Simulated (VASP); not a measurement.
Input:

```
As
1.0
    3.29143    -1.84411    -0.09836
    3.29143     1.84411    -0.09836
    2.34942     0.00000     2.95367
As
2
Direct
  0.23652   0.23652   0.23652
  0.76348   0.76348   0.76348
```

Level of theory: PBEsol GGA, VASP's PBE PAW potentials (set 64) (plane waves; VASP). Run with 500 eV cut-off, 12×12×12 Γ-centred mesh, first-order Methfessel-Paxton smearing of 0.10 eV, potentials As.

Energy and stress use the plane-wave basis of the starting cell.

Task: The ions, cell shape and volume at an external pressure of 20.0 GPa are relaxed. What does this cell relax into?

Result: 
```
As
1.0
    3.16589    -1.80532    -0.11367
    3.16589     1.80532    -0.11367
    2.24370     0.00000     2.87416
As
2
Direct
  0.24082   0.24082   0.24082
  0.75918   0.75918   0.75918
```
Space group R-3m (166), at a tolerance of 0.03 Å.

Task: How do energy and volume change from the first to the last step?

Result: The energy (σ→0) changes by +135.7 meV/atom and the volume by -8.0 %, in 7 ionic steps.

| step | E(σ→0) (eV) | max force (eV/Å) | pressure (GPa) | volume (Å³) |
|---|---|---|---|---|
| 1 | -10.0785 | 0.008 | 10.04 | 36.71 |
| 2 | -9.2513 | 1.132 | 40.15 | 30.97 |
| 3 | -9.8622 | 0.373 | 19.79 | 34.33 |
| 4 | -9.8564 | 0.381 | 20.02 | 34.29 |
| 5 | -9.8404 | 0.182 | 20.09 | 34.08 |
| 6 | -9.8098 | 0.017 | 20.15 | 33.80 |
| 7 | -9.8071 | 0.009 | 20.15 | 33.77 |

The compound is As in the a7 structure. This run relaxes it under an external pressure of 20 GPa. Symmetry was kept, so distortions that lower it aren't found.
